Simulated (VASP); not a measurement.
Energy against volume of ZnF2 (rutile). Method: vdW-DF-cx, VASP's PBE PAW potentials (set 64) (plane waves; VASP). Numerical set-up: 520 eV cut-off, 5×5×7 Γ-centred mesh, Gaussian smearing of 0.050 eV, potentials Zn F.

Shape and ions are relaxed at each volume.

| V (Å³/atom) | E (eV/atom) |
|---|---|
| 11.061 | -1.57291 |
| 11.414 | -1.58640 |
| 11.767 | -1.59131 |
| 12.120 | -1.58914 |

Problem. Fit these four points and predict the energy of the run at 12.473 Å³/atom.

Solution. A cubic in V^(−2/3), the third-order Birch-Murnaghan form, passes through the four points with V0 = 11.83 Å³/atom and B0 = 104 GPa, and gives -1.5811 eV/atom there. The run gave -1.5811 eV/atom, +0.0 meV/atom from the fit; all five points give B0 = 104 GPa.

The compound is ZnF2 in the rutile structure. It was relaxed first.
